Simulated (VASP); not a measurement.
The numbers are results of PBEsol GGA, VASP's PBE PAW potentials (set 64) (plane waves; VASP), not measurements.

Input for VASP

**INCAR**
```
EDIFFG  =  -0.01   ! ionic stop
LMAXMIX  =  4   ! l cut-off of mixed one-centre charges
EDIFF  =  1E-6   ! SCF stop (eV)
LCHARG  =  .FALSE.
ISMEAR  =  1   ! Methfessel-Paxton
ISPIN  =  2   ! spin-polarised
MAGMOM  =  3.0 0.0
SIGMA  =  0.1
ENCUT  =  520
LASPH  =  .TRUE.
GGA  =  PS   ! PBEsol
LWAVE  =  .FALSE.
IBRION  =  2
ISIF  =  3
LORBIT  =  10
NSW  =  60
SYSTEM  =  CoO
NELM  =  100   ! most electronic steps
PREC  =  Accurate
ALGO  =  Normal   ! blocked Davidson
LREAL  =  .FALSE.
```

File POSCAR:
```
CoO
1.0
  0.0000000000   2.2170250000   2.2170250000
  2.2170250000   0.0000000000   2.2170250000
  2.2170250000   2.2170250000   0.0000000000
Co O
1 1
Cart
  0.0000000000   0.0000000000   0.0000000000
  1.1085125000   1.1085125000   1.1085125000
```

KPOINTS:
```
Automatic mesh
0
gamma
13 13 13
0 0 0
```

POTCAR, in this order: Co O (PBE.64 set). Program: vasp_std.

The resulting files:

File OSZICAR:
```
       N       E                     dE             d eps       ncg     rms          rms(c)
DAV:   1     0.838619761491E+02    0.83862E+02   -0.75304E+03  4461   0.135E+03
DAV:   2    -0.110181503770E+02   -0.94880E+02   -0.83444E+02  4613   0.268E+02
DAV:   3    -0.171187824891E+02   -0.61006E+01   -0.59086E+01  4993   0.778E+01
DAV:   4    -0.171976402642E+02   -0.78858E-01   -0.78800E-01  5031   0.887E+00
DAV:   5    -0.171997545477E+02   -0.21143E-02   -0.21143E-02  5096   0.149E+00    0.182E+01
DAV:   6    -0.166369982072E+02    0.56276E+00   -0.35971E+01  4831   0.103E+02    0.235E+01
DAV:   7    -0.142775828454E+02    0.23594E+01   -0.14889E+01  4759   0.832E+01    0.754E+00
DAV:   8    -0.142856613847E+02   -0.80785E-02   -0.63100E-01  4588   0.895E+00    0.422E+00
DAV:   9    -0.142554055735E+02    0.30256E-01   -0.85053E-02  6606   0.473E+00    0.936E-01
DAV:  10    -0.142577793200E+02   -0.23737E-02   -0.20225E-02  5445   0.175E+00    0.205E-01
DAV:  11    -0.142576749135E+02    0.10441E-03   -0.17331E-03  5907   0.457E-01    0.172E-01
DAV:  12    -0.142577646273E+02   -0.89714E-04   -0.10280E-04  4895   0.131E-01    0.976E-02
DAV:  13    -0.142578480306E+02   -0.83403E-04   -0.18682E-04  5659   0.227E-01    0.774E-02
DAV:  14    -0.142578226682E+02    0.25362E-04   -0.78857E-05  5320   0.146E-01    0.214E-02
DAV:  15    -0.142578220459E+02    0.62231E-06   -0.24106E-05  5498   0.607E-02    0.915E-03
DAV:  16    -0.142578224080E+02   -0.36210E-06   -0.20950E-06  3907   0.226E-02
   1 F= -.14257822E+02 E0= -.14256817E+02  d E =-.142578E+02  mag=     2.5348
       N       E                     dE             d eps       ncg     rms          rms(c)
DAV:   1    -0.144208428681E+02   -0.16302E+00   -0.24303E+00  4628   0.249E+01    0.327E+00
DAV:   2    -0.142870262422E+02    0.13382E+00   -0.50938E-01  4773   0.131E+01    0.195E+00
DAV:   3    -0.142794794387E+02    0.75468E-02   -0.12393E-01  5506   0.771E+00    0.143E+00
DAV:   4    -0.142740314984E+02    0.54479E-02   -0.16741E-02  5970   0.247E+00    0.345E-01
DAV:   5    -0.142732569632E+02    0.77454E-03   -0.16307E-03  5330   0.505E-01    0.267E-01
DAV:   6    -0.142732251573E+02    0.31806E-04   -0.27330E-04  5066   0.301E-01    0.186E-01
DAV:   7    -0.142732917030E+02   -0.66546E-04   -0.42013E-04  5616   0.241E-01    0.741E-02
DAV:   8    -0.142732783720E+02    0.13331E-04   -0.74021E-05  5745   0.107E-01    0.240E-02
DAV:   9    -0.142732785886E+02   -0.21654E-06   -0.37185E-06  4555   0.309E-02
   2 F= -.14273279E+02 E0= -.14273419E+02  d E =-.154562E-01  mag=     2.0410
       N       E                     dE             d eps       ncg     rms          rms(c)
DAV:   1    -0.143125047162E+02   -0.39226E-01   -0.57112E-01  4588   0.122E+01    0.157E+00
DAV:   2    -0.142813363763E+02    0.31168E-01   -0.11408E-01  4868   0.637E+00    0.844E-01
DAV:   3    -0.142793934096E+02    0.19430E-02   -0.25059E-02  5662   0.336E+00    0.641E-01
DAV:   4    -0.142778768246E+02    0.15166E-02   -0.40427E-03  5864   0.127E+00    0.137E-01
DAV:   5    -0.142776116236E+02    0.26520E-03   -0.48408E-04  6102   0.273E-01    0.798E-02
DAV:   6    -0.142775957928E+02    0.15831E-04   -0.32878E-05  4940   0.927E-02    0.412E-02
DAV:   7    -0.142775948167E+02    0.97611E-06   -0.23362E-05  4993   0.458E-02    0.187E-02
DAV:   8    -0.142775937266E+02    0.10901E-05   -0.59072E-06  5063   0.308E-02    0.386E-03
DAV:   9    -0.142775937601E+02   -0.33581E-07   -0.48655E-07  2296   0.882E-03
   3 F= -.14277594E+02 E0= -.14277684E+02  d E =-.197714E-01  mag=     1.8647
       N       E                     dE             d eps       ncg     rms          rms(c)
DAV:   1    -0.144165091139E+02   -0.13892E+00   -0.22815E+00  4658   0.244E+01    0.310E+00
DAV:   2    -0.142894498478E+02    0.12706E+00   -0.47684E-01  4828   0.135E+01    0.178E+00
DAV:   3    -0.142788733792E+02    0.10576E-01   -0.11526E-01  5483   0.731E+00    0.125E+00
DAV:   4    -0.142717875783E+02    0.70858E-02   -0.17087E-02  5953   0.264E+00    0.335E-01
DAV:   5    -0.142703037522E+02    0.14838E-02   -0.28031E-03  6319   0.708E-01    0.171E-01
DAV:   6    -0.142702330403E+02    0.70712E-04   -0.20190E-04  4684   0.211E-01    0.484E-02
DAV:   7    -0.142702217358E+02    0.11304E-04   -0.85179E-05  4792   0.892E-02    0.202E-02
DAV:   8    -0.142702233261E+02   -0.15903E-05   -0.51279E-06  4643   0.336E-02    0.898E-03
DAV:   9    -0.142702232132E+02    0.11292E-06   -0.43727E-07  2189   0.128E-02
   4 F= -.14270223E+02 E0= -.14270193E+02  d E =-.124008E-01  mag=     1.6970
       N       E                     dE             d eps       ncg     rms          rms(c)
DAV:   1    -0.143744222090E+02   -0.10420E+00   -0.15481E+00  4528   0.204E+01    0.243E+00
DAV:   2    -0.142903303511E+02    0.84092E-01   -0.30838E-01  4933   0.109E+01    0.144E+00
DAV:   3    -0.142833842021E+02    0.69461E-02   -0.68085E-02  5569   0.549E+00    0.102E+00
DAV:   4    -0.142789973365E+02    0.43869E-02   -0.11153E-02  5971   0.215E+00    0.279E-01
DAV:   5    -0.142780675295E+02    0.92981E-03   -0.15981E-03  6069   0.504E-01    0.131E-01
DAV:   6    -0.142780265860E+02    0.40943E-04   -0.10181E-04  5118   0.150E-01    0.380E-02
DAV:   7    -0.142780208475E+02    0.57385E-05   -0.47839E-05  5023   0.689E-02    0.185E-02
DAV:   8    -0.142780218892E+02   -0.10417E-05   -0.52506E-06  4787   0.291E-02    0.645E-03
DAV:   9    -0.142780217600E+02    0.12929E-06   -0.51490E-07  2184   0.124E-02
   5 F= -.14278022E+02 E0= -.14278125E+02  d E =-.201994E-01  mag=     1.8336
```

File OUTCAR:
```
------------------------ aborting loop because EDIFF is reached ----------------------------------------
  FORCE on cell =-STRESS in cart. coord.  units (eV):
  Direction    XX          YY          ZZ          XY          YZ          ZX
  --------------------------------------------------------------------------------------
  Total       -0.0065748     -0.0065748     -0.0065748      0.0000000     -0.0000000      0.0000000
  in kB       -0.5122918     -0.5122918     -0.5122918      0.0000000     -0.0000000      0.0000000
  external PRESSURE =      -0.5122918 kB  Pullay stress =       0.0000000 kB
  volume of cell :       20.56
      direct lattice vectors                 reciprocal lattice vectors
     0.000000000  2.174443474  2.174443474    -0.229943894  0.229943894  0.229943894
     2.174443474  0.000000000  2.174443474     0.229943894 -0.229943894  0.229943894
     2.174443474  2.174443474 -0.000000000     0.229943894  0.229943894 -0.229943894
 POSITION                                       TOTAL-FORCE (eV/Angst)
 -----------------------------------------------------------------------------------
      0.00000      0.00000      0.00000        -0.000000     -0.000000     -0.000000
      1.08722      1.08722      1.08722         0.000000      0.000000      0.000000
 -----------------------------------------------------------------------------------
    total drift:                                0.000000      0.000000      0.000000
  FREE ENERGIE OF THE ION-ELECTRON SYSTEM (eV)
  ---------------------------------------------------
  free  energy   TOTEN  =       -14.2780217600 eV

  energy  without entropy=      -14.2783311930  energy(sigma->0) =      -14.27812490

 total charge

# of ion       s       p       d       tot
------------------------------------------
    1        0.382   0.542   7.334   8.258
    2        1.550   3.438   0.000   4.988
--------------------------------------------------
tot          1.932   3.980   7.334  13.246

 magnetization (x)

# of ion       s       p       d       tot
------------------------------------------
    1        0.008   0.041   1.579   1.629
    2        0.016   0.148   0.000   0.164
--------------------------------------------------
tot          0.024   0.189   1.579   1.793

 reached required accuracy - stopping structural energy minimisation
```
(Selected blocks of OUTCAR.)

File CONTCAR:
```
CoO
   1.00000000000000
     0.0000000000000000    2.1744434743552681    2.1744434743552681
     2.1744434743552681    0.0000000000000000    2.1744434743552681
     2.1744434743552681    2.1744434743552681   -0.0000000000000000
  Co              O
     1     1
Direct
     0.0000000000000000    0.0000000000000000    0.0000000000000000
     0.2500000000000000    0.2500000000000000    0.2500000000000000
```

Energy and stress use the plane-wave basis of the starting cell. The moments were started parallel, and other spin orders were not tried in this run.

The structure was generated: CoO was put into the zinc blende type (F-43m), which need not be its known phase. This run relaxes it. Symmetry was kept, so distortions that lower it aren't found.
